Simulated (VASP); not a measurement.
A run of VASP 6.6.1:

Contents of INCAR:

```
SYSTEM = Pt
PREC = Accurate
ENCUT = 520
EDIFF = 1E-7
ISMEAR = 0
SIGMA = 0.1
LREAL = .FALSE.
LASPH = .TRUE.
NELM = 60
ALGO = Normal
ISIF = 3
LWAVE = .FALSE.
LCHARG = .FALSE.
MAGMOM = 0 0 0
LORBIT = 11
LSORBIT = .TRUE.
GGA_COMPAT = .FALSE.
LMAXMIX = 4
GGA = PE
IBRION = 2
NSW = 80
EDIFFG = -0.002
KPAR = 4
```

The input KPOINTS:

```
Automatic mesh
0
G
  18 18 18
  0 0 0
```

POSCAR

```
Pt
1.0
    0.0000000000      1.9609000000      1.9609000000
    1.9609000000      0.0000000000      1.9609000000
    1.9609000000      1.9609000000      0.0000000000
Pt
1
Direct
    0.0000000000      0.0000000000      0.0000000000
```

Potentials or basis: VASP PAW PBE potentials, release 64 (Pt).

The run is started by

```sh
$ cat potpaw_PBE.64/Pt/POTCAR > POTCAR
$ mpirun -np 4 vasp_ncl > vasp.out
```

Hardware: 4 MPI ranks on Intel(R) Xeon(R) 6975P-C (Granite Rapids), with other jobs on the host.

Task: Estimate the wall time of this run.

Result: Run time: 110 s on 4 MPI ranks on Intel(R) Xeon(R) 6975P-C (Granite Rapids), with other jobs on the host, peak memory 0.25 GiB a rank. Counts: scf iterations 75, k points 195, ion steps 17.
